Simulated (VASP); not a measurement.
The input files of a VASP run:

**POSCAR**
```
GaSb
1
    0.0000000000     5.7635850000     5.7635850000
    5.7635850000     0.0000000000     5.7635850000
    5.7635850000     5.7635850000     0.0000000000
Ga Sb
1 1
Direct
  0.0000000000   0.0000000000   0.0000000000
  0.2500000000   0.2500000000   0.2500000000
```

**INCAR**
```
SYSTEM = GaSb
PREC = Accurate
ENCUT = 400
EDIFF = 1E-6
NELM = 100
ALGO = Normal
LREAL = .FALSE.
LASPH = .TRUE.
ISMEAR = 0
SIGMA = 0.05
GGA = PE
LMAXMIX = 4
LWAVE = .FALSE.
LCHARG = .FALSE.
ISIF = 2
```

**KPOINTS**
```
Automatic mesh
0
Gamma
3 3 3
0 0 0
```

POTCAR, in this order: Ga_d Sb (PBE.64 set). Program: vasp_std.

Output of the run:

### standard output
```
 POSCAR found type information on POSCAR GaSb
 POSCAR found :  2 types and       2 ions
 Reading from existing POTCAR
 Reading from existing POTCAR
 LDA part: xc-table for (Slater+PW92), standard interpolation
 POSCAR, INCAR and KPOINTS ok, starting setup
 WAVECAR not read
 entering main loop
       N       E                     dE             d eps       ncg     rms          rms(c)
DAV:   1     0.492226999155E+02    0.49223E+02   -0.61033E+03   128   0.827E+02
DAV:   2     0.139551814330E+01   -0.47827E+02   -0.47272E+02   139   0.168E+02
DAV:   3    -0.238664603186E+01   -0.37822E+01   -0.37349E+01   117   0.442E+01
DAV:   4    -0.254036556647E+01   -0.15372E+00   -0.15013E+00   122   0.101E+01
DAV:   5    -0.254536973987E+01   -0.50042E-02   -0.49884E-02   135   0.158E+00    0.191E+00
DAV:   6    -0.189402567560E+01    0.65134E+00   -0.87007E-01   104   0.337E+00    0.853E-01
DAV:   7    -0.184795807025E+01    0.46068E-01   -0.76060E-01   114   0.156E+00    0.903E-01
DAV:   8    -0.198776754034E+01   -0.13981E+00   -0.17627E+00   114   0.310E+00    0.111E+00
DAV:   9    -0.190607258516E+01    0.81695E-01   -0.88026E-02   109   0.811E-01    0.816E-01
DAV:  10    -0.182587017598E+01    0.80202E-01   -0.37133E-01   104   0.119E+00    0.216E-01
DAV:  11    -0.183188773033E+01   -0.60176E-02   -0.55705E-02   104   0.419E-01    0.227E-01
DAV:  12    -0.183224382332E+01   -0.35609E-03   -0.90155E-04   109   0.128E-01    0.218E-01
DAV:  13    -0.182826777713E+01    0.39760E-02   -0.10305E-02   109   0.189E-01    0.574E-02
DAV:  14    -0.182822363947E+01    0.44138E-04   -0.41445E-04   109   0.586E-02    0.470E-02
DAV:  15    -0.182814614077E+01    0.77499E-04   -0.22344E-03   119   0.783E-02    0.371E-02
DAV:  16    -0.182806461982E+01    0.81521E-04   -0.24001E-04   109   0.355E-02    0.220E-02
DAV:  17    -0.182805815037E+01    0.64695E-05   -0.10429E-05   114   0.136E-02    0.142E-02
DAV:  18    -0.182805450285E+01    0.36475E-05   -0.93032E-06   109   0.666E-03    0.637E-03
DAV:  19    -0.182805407357E+01    0.42928E-06   -0.42421E-06    88   0.455E-03
   1 F= -.18280541E+01 E0= -.18127152E+01  d E =-.306777E-01
```

**OUTCAR**
```
------------------------ aborting loop because EDIFF is reached ----------------------------------------
  FORCE on cell =-STRESS in cart. coord.  units (eV):
  Direction    XX          YY          ZZ          XY          YZ          ZX
  --------------------------------------------------------------------------------------
  Total       -1.8598508     -1.8598508     -1.8598508      0.0000000      0.0000000      0.0000000
  in kB       -7.7818091     -7.7818091     -7.7818091      0.0000000      0.0000000      0.0000000
  external PRESSURE =      -7.7818091 kB  Pullay stress =       0.0000000 kB
  volume of cell :      382.92
      direct lattice vectors                 reciprocal lattice vectors
     0.000000000  5.763585000  5.763585000    -0.086751562  0.086751562  0.086751562
     5.763585000  0.000000000  5.763585000     0.086751562 -0.086751562  0.086751562
     5.763585000  5.763585000  0.000000000     0.086751562  0.086751562 -0.086751562
  FREE ENERGIE OF THE ION-ELECTRON SYSTEM (eV)
  ---------------------------------------------------
  free  energy   TOTEN  =        -1.8280540736 eV

  energy  without entropy=       -1.7973763962  energy(sigma->0) =       -1.81271523
```
(Selected blocks of OUTCAR.)

Q: The run ends quietly. Is anything wrong with it?

A: The cause: the lattice was typed in bohr, and VASP reads ångström. The run ends without an error. Against the sound run, the energy per atom (σ→0) rises by 2.749 eV/atom; the pressure drops by 3.52 GPa; the band gap drops by 0.10 eV; the volume increases by 570 %. To mend it, correct POSCAR, correct KPOINTS.
### POSCAR
```
GaSb
1
    0.0000000000     3.0500000000     3.0500000000
    3.0500000000     0.0000000000     3.0500000000
    3.0500000000     3.0500000000     0.0000000000
Ga Sb
1 1
Direct
  0.0000000000   0.0000000000   0.0000000000
  0.2500000000   0.2500000000   0.2500000000
```
KPOINTS:
```
Automatic mesh
0
Gamma
6 6 6
0 0 0
```
The mended run (PBE GGA, plane waves, VASP's PBE PAW potentials (set 64)) converges, and its OSZICAR ends with
```
   1 F= -.73117149E+01 E0= -.73116296E+01  d E =-.170707E-03
```

The compound is GaSb in the zinc blende structure. The cell was not relaxed at this level.
